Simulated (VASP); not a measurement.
Write the native input for VASP 6.6.1 that does the following.

- Task: relaxation of cell and atoms
- Functional: LDA
- Potentials or basis: VASP PAW LDA potentials, release 64 (Cd, F)
- Cutoff: 600 eV
- k mesh: 12 × 12 × 12
- Occupations: gaussian, width 0.02 eV
- Spin: no spin polarisation
- Further INCAR settings: ALGO = Normal; EDIFF = 1e-06; IBRION = 2; EDIFFG = -0.005; NSW = 60; ISIF = 3

The structure of CdF2 lies in POSCAR:

```
CdF2
1.0
    0.0000000000      2.7000000000      2.7000000000
    2.7000000000      0.0000000000      2.7000000000
    2.7000000000      2.7000000000      0.0000000000
Cd F
1 2
Direct
    0.0000000000      0.0000000000      0.0000000000
    0.2500000000      0.2500000000      0.2500000000
    0.7500000000      0.7500000000      0.7500000000
```

The cell was built by a generator and needn't be a form met in nature.

These files were run (other wordings do the same):

INCAR

```
SYSTEM = CdF2
PREC     = Accurate       ! precision mode
ENCUT    = 600            ! plane-wave cutoff, eV
EDIFF    = 1E-6           ! SCF threshold, eV
ISMEAR   = 0              ! smearing method
SIGMA    = 0.02           ! smearing width, eV
LREAL    = .FALSE.        ! projectors in reciprocal space
LASPH    = .TRUE.         ! aspherical terms in the spheres
NELM     = 120            ! most SCF steps
ALGO     = Normal         ! electronic algorithm
ISIF     = 3              ! what is computed and relaxed
LWAVE    = .FALSE.        ! write WAVECAR
LCHARG   = .FALSE.        ! write CHGCAR
GGA      = CA             ! functional
IBRION   = 2              ! ionic algorithm
NSW      = 60             ! ionic steps
EDIFFG   = -0.005         ! ionic threshold
```

KPOINTS

```
Automatic mesh
0
G
  12 12 12
  0 0 0
```

Potentials or basis: VASP PAW LDA potentials, release 64 (Cd, F).

Run with:

```console
$ cat potpaw_LDA.64/Cd/POTCAR potpaw_LDA.64/F/POTCAR > POTCAR
$ mpirun -np 1 vasp_std > vasp.out
```

It gave:

```yaml
Relaxed_volume: 12.48 Å³/atom
Relaxed_cell: a = 3.756 Å, b = 3.756 Å, c = 3.756 Å, α = 60.00°, β = 60.00°, γ = 60.00°
Space_group_after_relaxing_to_0.05_Å: Fm-3m (No. 225)
Energy_gained_by_relaxing: 11.7 meV/atom
Ionic_steps: 3
Pressure_after_relaxing: 0.0 GPa
Band_gap_on_the_k_mesh: 2.95 eV, indirect (least direct gap 3.37 eV)
```

Run time: 36 s on 1 thread of Intel(R) Xeon(R) 6975P-C (Granite Rapids) (shared host), peak memory 0.2 GiB.
